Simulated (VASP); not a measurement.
Level of theory: PBE GGA, VASP's PBE PAW potentials (set 64) (plane waves; VASP 6.6.1). Each cell was relaxed at this level, without spin-orbit coupling.

### Question
Which of these comes out without a gap?
A) KI, Fm-3m (225)
B) AlP, F-43m (216)
C) Ca, Fm-3m (225)
D) TlCl, Pm-3m (221)

### Answer
C, Ca, Fm-3m (225). The others have gaps of 2.19 eV (TlCl, Pm-3m (221)), 1.63 eV (AlP, F-43m (216)), 3.85 eV (KI, Fm-3m (225)).
